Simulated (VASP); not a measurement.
Here is the system:

```
Pd
1.0
    0.00000     1.94428     1.94428
    1.94428     0.00000     1.94428
    1.94428     1.94428     0.00000
Pd
1
Cartesian
  0.00000   0.00000   0.00000
```

Calculation: PBE GGA with D3 dispersion (Becke-Johnson damping), VASP's PBE PAW potentials (set 64) (plane waves; VASP). Settings: 520 eV cut-off, 18×18×18 Γ-centred mesh, tetrahedra with Blöchl corrections, potentials Pd.

**Question.** Estimate the energy per atom (σ→0), band gap (on the k-mesh) with the smallest direct gap where there is one.

**Answer.** 
```
Item                                                         Value
------------------------  ----------------------------------------
band gap (on the k-mesh)  none (metal, semimetal or under 0.01 eV)
energy per atom (σ→0)                               -5.874 eV/atom
```

The absolute energy has meaning only against runs of the same code, potentials and settings.

The compound is Pd in the fcc structure. It was relaxed first.
